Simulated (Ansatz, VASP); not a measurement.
# Si: VASP beside Ansatz, part 2 of 2

Wanted: the spread between two codes on one cell, functional and k mesh. Of the first pair: The structure shown is frame 29 of Ansatz's trajectory.

VASP 6.6.1 and Ansatz 0.2.0.

So far. Step 6 (VASP: single point, PBE, pair 2): The run ends at a pressure of -0.79 GPa, with forces up to 2.0 eV/Å.

### Step 8. Ansatz: dynamics, PBE

Level of this step: Ansatz beside VASP: Kohn-Sham DFT, plane waves, PBE (Ansatz).

One frame of this run of dynamics is then solved in both programs, so the motion causes no difference.

The structure compared here is frame 88 of Ansatz's trajectory.

input.yaml reads:

```yaml
crystal:
  lattice:
    - [13.7871, 0.0, 0.0]
    - [0.0, 13.7871, 0.0]
    - [0.0, 0.0, 13.7871]
  atoms:
    - { symbol: Si, position: [0.315, 0.03086, 0.42704] }
    - { symbol: Si, position: [0.13345, 0.41207, 0.73895] }
    - { symbol: Si, position: [0.61827, 0.65031, 0.69708] }
    - { symbol: Si, position: [0.39799, 0.34713, 0.12447] }
    - { symbol: Si, position: [0.5145, 0.57362, 0.58582] }
    - { symbol: Si, position: [0.9832, 0.64075, 0.71319] }
    - { symbol: Si, position: [0.51322, 0.86828, 0.33341] }
    - { symbol: Si, position: [0.9149, 0.85319, 0.24427] }
    - { symbol: Si, position: [0.39329, 0.9997, 0.93026] }
    - { symbol: Si, position: [0.63027, 0.75676, 0.25354] }
    - { symbol: Si, position: [0.40258, 0.9784, 0.693] }
    - { symbol: Si, position: [0.74968, 0.75272, 0.61357] }
    - { symbol: Si, position: [0.82538, 0.3031, 0.1717] }
    - { symbol: Si, position: [0.98929, 0.4596, 0.98314] }
    - { symbol: Si, position: [0.59068, 0.95415, 0.4638] }
    - { symbol: Si, position: [0.49175, 0.19342, 0.57839] }
    - { symbol: Si, position: [0.07962, 0.30181, 0.62289] }
    - { symbol: Si, position: [0.94658, 0.66902, 0.2145] }
    - { symbol: Si, position: [0.86778, 0.85502, 0.41245] }
    - { symbol: Si, position: [0.1203, 0.06473, 0.79577] }
    - { symbol: Si, position: [0.4307, 0.44542, 0.85343] }
    - { symbol: Si, position: [0.74456, 0.27597, 0.92953] }
    - { symbol: Si, position: [0.27181, 0.45869, 0.09257] }
    - { symbol: Si, position: [0.35381, 0.88393, 0.13778] }
    - { symbol: Si, position: [0.27334, 0.48053, 0.92319] }
    - { symbol: Si, position: [0.8647, 0.13396, 0.23302] }
    - { symbol: Si, position: [0.88098, 0.21892, 0.72905] }
    - { symbol: Si, position: [0.60762, 0.53332, 0.44745] }
    - { symbol: Si, position: [0.85243, 0.09737, 0.49136] }
    - { symbol: Si, position: [0.01733, 0.05966, 0.53746] }
[... 91 atom lines left out ...]
    - { symbol: Si, position: [0.35316, 0.6085, 0.34707] }
    - { symbol: Si, position: [0.87388, 0.38175, 0.69516] }
    - { symbol: Si, position: [0.84879, 0.58751, 0.82397] }
    - { symbol: Si, position: [0.04089, 0.12419, 0.9396] }
    - { symbol: Si, position: [0.48856, 0.50239, 0.32829] }
    - { symbol: Si, position: [0.24106, 0.52323, 0.64683] }
kpoints:
  mp_grid: { grid: [1, 1, 1] }
hamiltonian:
  xc: pbe
scf:
  occupations: { method: fermi_dirac, width: 0.025 }
output:
  forces: true
  stress: true
md:
  timestep: 2.0
  n_steps: 88
  ensemble: nve
  temperature: 600
  initial_velocities: maxwell_boltzmann
  seed: 2431
```

Launch:

```
$ ansatz run input.yaml --threads 4 --pin off --max-ram 8192MiB --backend cpu --events-out ev --progress --plain --runs-dir out
```

Numbers of over 12 decimals in the logs are rounded to 6 here.

The program printed:

```text
[...]
Crystal: 127 atoms, lattice volume = 2620.709 Å³
Basis set: ecut = 420 eV, 51219 PW (Γ), exchange–correlation on 192×192×192 points (8 copies of the dense FFT grid, shifted against one another)
Bands: 381, of which v1, the nominal top of the filled ones, is band 254 counted from 1 (253 counted from 0)
Symmetry: 1 space group operations
k-points: 1
[...]
atom 127  Si    -0.56253165    -0.39740330     1.05367811
  max |Σ_I F_I| component: 3.13e-5 eV/Å
--- Stress (GPa, compression-positive) ---
       -1.431979       0.317598       1.201087
        0.317598       0.189958      -0.728459
        1.201087      -0.728459      -0.804989
  P = ⅓ Tr σ = -0.6823 GPa (-6.823 kbar)
--- Band table (eV) ---
  k-point 0: bands = [... 250 lower, 5.6942, 5.7179, 5.7951, 6.1329, 6.3053, 6.4453, 6.5624, 6.5946, ... 123 higher]
--- MD trajectory: 88 steps, t = 0.0 → 176.0 fs ---
[...]
conserved energy: peak-to-peak 1.735e-2 eV (1.366e-4 eV/atom) over 176.0 fs
```

### Step 9. VASP: single point, PBE, pair 3

The same cell, functional, mesh and smearing now go to VASP, with its own data sets.

INCAR reads:

```
SYSTEM = Si
PREC = Accurate
ENCUT = 400
EDIFF = 1E-06
NELM = 120
ISMEAR = -1
SIGMA = 0.025
LREAL = Auto
ALGO = Normal
GGA = PE
NBANDS = 352
LORBIT = 11
LWAVE = .FALSE.
LCHARG = .FALSE.
ISIF = 2
LASPH = .TRUE.
GGA_COMPAT = .FALSE.
EFERMI = MIDGAP
NCORE = 4
```

POSCAR reads:

```
Si
1.0
   13.7871000000      0.0000000000      0.0000000000
    0.0000000000     13.7871000000      0.0000000000
    0.0000000000      0.0000000000     13.7871000000
Si
127
Direct
    0.3242523808      0.0375786061      0.3837137614
    0.1349232253      0.4140029448      0.7464441398
    0.6211676132      0.6581949794      0.7060295494
    0.3898644385      0.3569931313      0.1291061935
    0.5082867318      0.5846117022      0.5978704731
    0.9759340253      0.6535819716      0.7211886474
    0.5358124624      0.8347730850      0.3460481174
    0.9063907566      0.8540012040      0.2406089751
    0.3765621487      0.0235510006      0.9416628588
    0.6402434159      0.7407939306      0.2546220743
    0.4134517049      0.9720825990      0.6677981591
    0.7423533593      0.7477279486      0.6231114593
    0.8251336394      0.3013831770      0.1752290184
    0.9725032821      0.4705485563      0.9774064161
    0.5847640185      0.9563940205      0.4671613320
    0.4925328749      0.1914108116      0.5732605116
    0.0821782681      0.3081938914      0.6258749121
    0.9280124174      0.6823987641      0.1969014514
    0.8676153796      0.8433173039      0.4022528305
    0.1472463390      0.0806913709      0.7930819389
    0.4438786982      0.4524954486      0.8428676081
    0.7578606088      0.2705209943      0.9392910764
    0.2624264711      0.4667333957      0.0917524352
    0.3511906057      0.8596659196      0.1474059084
    0.3015862654      0.4788171552      0.9233341312
    0.8544799124      0.1406459662      0.2221496907
    0.9011394710      0.2043214309      0.7409970190
    0.6088952717      0.5219226668      0.4637741077
    0.8658746219      0.0946972170      0.4799849134
    0.0214548382      0.0585547359      0.5351741846
[... 91 atom lines left out ...]
    0.3579578011      0.5951287798      0.3594011794
    0.8798877211      0.3708539142      0.7063341820
    0.8274256370      0.5997055218      0.7810199389
    0.0514466422      0.1409360924      0.9515489117
    0.4814210385      0.4758941329      0.3535768943
    0.2403115956      0.5364289807      0.6407366306
```

KPOINTS reads:

```
Automatic mesh
0
Gamma
1 1 1
0 0 0
```

The projector-augmented-wave data sets are Si (PBE family, release 64).

Launch:

```
$ mpirun -np 16 vasp_gam
```

The program printed:

```text
[... set-up lines as in an earlier step ...]
 entering main loop
       N       E                     dE             d eps       ncg     rms          rms(c)
DAV:   1     0.213585766730E+04    0.21359E+04   -0.18688E+05   704   0.103E+03
DAV:   2    -0.387455474849E+03   -0.25233E+04   -0.23470E+04   888   0.193E+02
DAV:   3    -0.659096032074E+03   -0.27164E+03   -0.26418E+03   880   0.563E+01
DAV:   4    -0.667584649668E+03   -0.84886E+01   -0.84020E+01   864   0.118E+01
[...]
DAV:  16    -0.654719413168E+03   -0.96978E-05   -0.19958E-05   768   0.570E-03    0.454E-03
DAV:  17    -0.654719414276E+03   -0.11078E-05   -0.10134E-06   600   0.148E-03    0.313E-03
DAV:  18    -0.654719415242E+03   -0.96589E-06   -0.10716E-06   504   0.138E-03
   1 F= -.65471942E+03 E0= -.65471248E+03  d E =-.138712E-01
```

Parts of OUTCAR (step 9):

```text
  FREE ENERGIE OF THE ION-ELECTRON SYSTEM (eV)
  ---------------------------------------------------
  free  energy   TOTEN  =      -654.7194152420 eV

  energy  without entropy=     -654.7055440307  energy(sigma->0) =     -654.71247964
```

The run ends at a pressure of -0.76 GPa, with forces up to 2.2 eV/Å.

### Step 10. Side by side

Forces on 10 of the 127 atoms, those with the largest forces and the largest differences (eV/Å; atoms numbered as in POSCAR):

```tsv
atom	Ansatz x, y, z	VASP x, y, z
Si24	0.884, 0.070, 0.806	0.883, 0.066, 0.797
Si36	0.582, -0.275, -0.187	0.578, -0.267, -0.190
Si40	-1.880, -0.029, 0.374	-1.882, -0.029, 0.367
Si46	-0.316, 0.370, 2.133	-0.318, 0.368, 2.127
Si47	-0.366, -0.121, -0.579	-0.367, -0.112, -0.573
Si66	1.239, -0.495, 1.298	1.236, -0.491, 1.299
Si79	0.171, -0.417, 1.978	0.170, -0.413, 1.973
Si80	0.044, 0.173, 1.824	0.040, 0.168, 1.820
Si84	-1.626, -0.615, 0.590	-1.624, -0.613, 0.586
Si88	-1.248, 1.248, -0.017	-1.245, 1.248, -0.013
```

The forces differ by 3.0 meV/Å r.m.s., which is 0.5 % of the r.m.s. force of 0.660 eV/Å (both taken over all components).

### Step 11. Summary of results

```yaml
r_m_s_force_difference_single_point_pbe_pair_1: 0.42 % of the r.m.s. force
r_m_s_force_difference_single_point_pbe_pair_2: 0.46 % of the r.m.s. force
r_m_s_force_difference_single_point_pbe_pair_3: 0.45 % of the r.m.s. force
```

In words: The r.m.s. force difference is 0.46 % of the r.m.s. force (single point, PBE, pair 2), within the 3 % picked in this series as the mark of a large difference. How closely two codes agree says nothing of how well the functional describes the real material.

[Lines on the potential files, build, host, timing and source positions are cut from VASP's logs without a mark.]

[Logs are printed without paths, hosts, clocks, repeated set-up lines and the standing remarks that a program may print on its own settings, such as how far it seeks lower states.]

[Hosts, paths, dates, database ids (printed as entryN), source tags and the programs' standing remarks are cut or masked in the printed files.]
